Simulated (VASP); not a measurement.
Calculation: PBEsol GGA, VASP's PBE PAW potentials (set 64) (plane waves; VASP 6.6.1).

The input files of a VASP run:

POSCAR:
```
RhN
1.0
  2.6726133827   0.0000000000   0.0000000000
  0.0000000000   2.6726133827   0.0000000000
  0.0000000000   0.0000000000   2.6726133827
Rh N
1 1
Cartesian
  0.0000000000   0.0000000000   0.0000000000
  1.3363066913   1.3363066913   1.3363066913
```

### INCAR
```
SYSTEM = RhN
PREC = Accurate; ENCUT = 520; LREAL = .FALSE.
LASPH = .TRUE.
EDIFF = 1E-6; NELM = 100; ALGO = Normal
LMAXMIX = 4
ISMEAR = 1; SIGMA = 0.1
GGA = PS
IBRION = 2; NSW = 60; ISIF = 3
EDIFFG = -0.01
LWAVE = .FALSE.; LCHARG = .FALSE.
```

### KPOINTS
```
K-points
0
G
  12 12 12
```

POTCAR, in this order: Rh_pv N (PBE.64 set). Program: vasp_std.

Output

OSZICAR:
```
       N       E                     dE             d eps       ncg     rms          rms(c)
DAV:   1     0.163268652200E+03    0.16327E+03   -0.12416E+04  2352   0.157E+03
DAV:   2    -0.118449958713E+02   -0.17511E+03   -0.17113E+03  2664   0.423E+02
DAV:   3    -0.161734572474E+02   -0.43285E+01   -0.42943E+01  2634   0.724E+01
DAV:   4    -0.161994196149E+02   -0.25962E-01   -0.25944E-01  2898   0.591E+00
DAV:   5    -0.161996928606E+02   -0.27325E-03   -0.27323E-03  2682   0.554E-01    0.183E+01
DAV:   6    -0.158770649397E+02    0.32263E+00   -0.10847E+01  2736   0.425E+01    0.140E+01
DAV:   7    -0.144520608312E+02    0.14250E+01   -0.51978E+00  2664   0.245E+01    0.646E+00
DAV:   8    -0.144195270176E+02    0.32534E-01   -0.28245E-01  2430   0.568E+00    0.133E+00
DAV:   9    -0.144189794298E+02    0.54759E-03   -0.38114E-03  2912   0.784E-01    0.438E-01
DAV:  10    -0.144183560601E+02    0.62337E-03   -0.23412E-03  2502   0.631E-01    0.757E-02
DAV:  11    -0.144183346162E+02    0.21444E-04   -0.11605E-04  2934   0.999E-02    0.410E-02
DAV:  12    -0.144183338135E+02    0.80271E-06   -0.83332E-06  2748   0.312E-02
   1 F= -.14418334E+02 E0= -.14418456E+02  d E =-.144183E+02
       N       E                     dE             d eps       ncg     rms          rms(c)
DAV:   1    -0.144193241024E+02   -0.98949E-03   -0.15751E-02  2406   0.175E+00    0.240E-01
DAV:   2    -0.144189704588E+02    0.35364E-03   -0.53845E-03  2406   0.102E+00    0.197E-01
DAV:   3    -0.144183317897E+02    0.63867E-03   -0.99982E-04  2674   0.426E-01    0.584E-02
DAV:   4    -0.144183137229E+02    0.18067E-04   -0.19826E-04  2586   0.143E-01    0.166E-02
DAV:   5    -0.144183127146E+02    0.10084E-05   -0.69862E-06  2712   0.293E-02    0.915E-03
DAV:   6    -0.144183117540E+02    0.96052E-06   -0.12099E-06  1948   0.120E-02
   2 F= -.14418312E+02 E0= -.14418434E+02  d E =0.220594E-04
       N       E                     dE             d eps       ncg     rms          rms(c)
DAV:   1    -0.144188732994E+02   -0.56058E-03   -0.84634E-03  2400   0.128E+00    0.174E-01
DAV:   2    -0.144186540764E+02    0.21922E-03   -0.27400E-03  2382   0.732E-01    0.140E-01
DAV:   3    -0.144183464022E+02    0.30767E-03   -0.51266E-04  2644   0.304E-01    0.413E-02
DAV:   4    -0.144183365318E+02    0.98704E-05   -0.10447E-04  2496   0.109E-01    0.117E-02
DAV:   5    -0.144183373528E+02   -0.82099E-06   -0.33584E-06  2586   0.212E-02
   3 F= -.14418337E+02 E0= -.14418459E+02  d E =-.353934E-05
```

File OUTCAR:
```
------------------------ aborting loop because EDIFF is reached ----------------------------------------
  FORCE on cell =-STRESS in cart. coord.  units (eV):
  Direction    XX          YY          ZZ          XY          YZ          ZX
  --------------------------------------------------------------------------------------
  Total       -0.0007186     -0.0007186     -0.0007186     -0.0000000     -0.0000000      0.0000000
  in kB       -0.0602791     -0.0602791     -0.0602791     -0.0000000     -0.0000000      0.0000000
  external PRESSURE =      -0.0602791 kB  Pullay stress =       0.0000000 kB
  volume of cell :       19.10
      direct lattice vectors                 reciprocal lattice vectors
     2.673020965  0.000000000 -0.000000000     0.374108551  0.000000000  0.000000000
     0.000000000  2.673020965 -0.000000000    -0.000000000  0.374108551  0.000000000
    -0.000000000 -0.000000000  2.673020965     0.000000000  0.000000000  0.374108551
 POSITION                                       TOTAL-FORCE (eV/Angst)
 -----------------------------------------------------------------------------------
      0.00000      0.00000      0.00000         0.000000      0.000000      0.000000
      1.33651      1.33651      1.33651        -0.000000     -0.000000      0.000000
 -----------------------------------------------------------------------------------
    total drift:                               -0.000000      0.000000     -0.000000
  FREE ENERGIE OF THE ION-ELECTRON SYSTEM (eV)
  ---------------------------------------------------
  free  energy   TOTEN  =       -14.4183373528 eV

  energy  without entropy=      -14.4187019467  energy(sigma->0) =      -14.41845888

 reached required accuracy - stopping structural energy minimisation
```
(Selected blocks of OUTCAR.)

### CONTCAR
```
RhN
   1.00000000000000
     2.6730209649266174    0.0000000000000000   -0.0000000000000000
     0.0000000000000000    2.6730209649266174   -0.0000000000000000
    -0.0000000000000000   -0.0000000000000000    2.6730209649266174
  Rh              N
     1     1
Direct
     0.0000000000000000    0.0000000000000000    0.0000000000000000
     0.5000000000000000    0.5000000000000000    0.5000000000000000
```

OUTCAR:
```
 val. band max:       11.5914324405   @ k =   0.3333   0.2500   0.0000

 cond. band min:      11.6356671601   @ k =   0.5000   0.4167   0.3333


 Fermi energy:        11.6339757293

 k-point     1 :       0.0000    0.0000    0.0000
  band No.  band energies     occupation
      1     -35.3481      2.00000
      2     -35.3481      2.00000
      3     -35.3481      2.00000
      4      -5.7110      2.00000
      5       5.9676      2.00000
      6       5.9676      2.00000
      7       9.8771      2.00000
      8       9.8771      2.00000
      9       9.8771      2.00000
     10      10.7024      2.00000
     11      10.7024      2.00000
     12      10.7024      2.00000
     13      15.6191      0.00000
     14      28.7466      0.00000

 k-point     2 :       0.0833    0.0000    0.0000
  band No.  band energies     occupation
      1     -35.3784      2.00000
      2     -35.3454      2.00000
      3     -35.3454      2.00000
      4      -5.6002      2.00000
      5       5.9514      2.00000
      6       6.0083      2.00000
      7       9.3172      2.00000
      8       9.3172      2.00000
      9       9.6252      2.00000
     10      10.7169      2.00000
     11      11.2767      2.00001
     12      11.2767      2.00001
     13      16.0070      0.00000
     14      28.2799      0.00000

 k-point     3 :       0.1667    0.0000    0.0000
  band No.  band energies     occupation
      1     -35.4606      2.00000
      2     -35.3382      2.00000
      3     -35.3382      2.00000
      4      -5.2814      2.00000
      5       5.6720      2.00000
      6       6.1218      2.00000
      7       8.5435      2.00000
      8       8.5435      2.00000
      9       9.3880      2.00000
     10      10.7570      2.00000
     11      12.0977     -0.00000
     12      12.0977     -0.00000
     13      16.8760      0.00000
     14      27.1925      0.00000

 k-point     4 :       0.2500    0.0000    0.0000
  band No.  band energies     occupation
...
```

The structure was generated: RhN was put into the CsCl type type (Pm-3m), which need not be its known phase. This run relaxes it. Symmetry was kept, so distortions that lower it aren't found. The start is the result of an earlier pass.
